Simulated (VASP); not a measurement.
Computed with RPBE GGA, VASP's PBE PAW potentials (set 64) (plane waves; VASP 6.6.1).

VASP ran on this input.

### KPOINTS
```
Automatic mesh
0
Gamma
20 20 6
0.5 0.5 0.5
```

### INCAR
```
ALGO = Normal
EDIFF = 1E-6
ENCUT = 400
GGA = RP
ISIF = 2
ISMEAR = -1
LASPH = .TRUE.
LCHARG = .FALSE.
LREAL = .FALSE.
LWAVE = .FALSE.
NELM = 100
PREC = Accurate
SIGMA = 0.1
SYSTEM = C
```

**POSCAR**
```
C
2.467290
  1.0000000000   0.0000000000   0.0000000000
 -0.5000000000   0.8660254773   0.0000000000
  0.0000000000   0.0000000000   3.1626075573
C
4
Cartesian
  0.0000000000   0.0000000000   0.7906518893
  0.0000000000   0.0000000000   2.3719556680
 -0.0000005000   0.5773506069   0.7906518893
  0.5000005000   0.2886748704   2.3719556680
```

POTCAR, in this order: C (PBE.64 set). Program: vasp_std.

Output of the run:

**OSZICAR**
```
       N       E                     dE             d eps       ncg     rms          rms(c)
DAV:   1     0.465471669444E+02    0.46547E+02   -0.70883E+03  7988   0.981E+02
DAV:   2    -0.337005178850E+02   -0.80248E+02   -0.73315E+02 11004   0.215E+02
DAV:   3    -0.374975940647E+02   -0.37971E+01   -0.37653E+01  9996   0.479E+01
DAV:   4    -0.375503752640E+02   -0.52781E-01   -0.52707E-01  9892   0.644E+00
DAV:   5    -0.375516180885E+02   -0.12428E-02   -0.12423E-02  9932   0.971E-01    0.915E+00
DAV:   6    -0.358549877489E+02    0.16966E+01   -0.15691E+00  9348   0.863E+00    0.548E+00
DAV:   7    -0.352712292544E+02    0.58376E+00   -0.20345E+00  9380   0.990E+00    0.139E+00
DAV:   8    -0.352885300312E+02   -0.17301E-01   -0.68612E-02  8896   0.186E+00    0.979E-02
DAV:   9    -0.352890209094E+02   -0.49088E-03   -0.13106E-03 10048   0.302E-01    0.706E-02
DAV:  10    -0.352897107409E+02   -0.68983E-03   -0.94229E-04  9104   0.274E-01    0.372E-02
DAV:  11    -0.352897079242E+02    0.28167E-05   -0.63888E-06 10740   0.226E-02    0.385E-03
DAV:  12    -0.352897098946E+02   -0.19704E-05   -0.17237E-06  9596   0.134E-02    0.330E-03
DAV:  13    -0.352897096982E+02    0.19646E-06   -0.22409E-07  6924   0.474E-03
   1 F= -.35289710E+02 E0= -.35289024E+02  d E =-.137122E-02
```

OUTCAR:
```
------------------------ aborting loop because EDIFF is reached ----------------------------------------
  FORCE on cell =-STRESS in cart. coord.  units (eV):
  Direction    XX          YY          ZZ          XY          YZ          ZX
  --------------------------------------------------------------------------------------
  Total        0.7655423      0.7655424     -0.0773007      0.0000000     -0.0000000      0.0000000
  in kB       29.8155751     29.8155801     -3.0106316      0.0000000     -0.0000000      0.0000000
  external PRESSURE =      18.8735079 kB  Pullay stress =       0.0000000 kB
  volume of cell :       41.14
      direct lattice vectors                 reciprocal lattice vectors
     2.467290000  0.000000000  0.000000000     0.405302984  0.234001767  0.000000000
    -1.233645000  2.136736000  0.000000000     0.000000000  0.468003534  0.000000000
     0.000000000  0.000000000  7.803070000     0.000000000  0.000000000  0.128154688
 POSITION                                       TOTAL-FORCE (eV/Angst)
 -----------------------------------------------------------------------------------
      0.00000      0.00000      1.95077        -0.000000      0.000000     -0.000000
      0.00000      0.00000      5.85230         0.000000     -0.000000     -0.000000
     -0.00000      1.42449      1.95077         0.000000     -0.000000      0.000000
      1.23365      0.71224      5.85230        -0.000000      0.000000     -0.000000
 -----------------------------------------------------------------------------------
    total drift:                                0.000000     -0.000000      0.000000
  FREE ENERGIE OF THE ION-ELECTRON SYSTEM (eV)
  ---------------------------------------------------
  free  energy   TOTEN  =       -35.2897096982 eV

  energy  without entropy=      -35.2883384772  energy(sigma->0) =      -35.28902409
```
(Selected blocks of OUTCAR.)

At this cut-off the stress carries a Pulay error, which pulls relaxed volumes low.

The structure comes from a computed database's C entry; how it stands against other phases isn't given here. The cell was not relaxed at this level. The run is one of a series of settings (GGA = RP, POTCAR C (PBE.64 set) against the base run), some of them coarse on purpose.
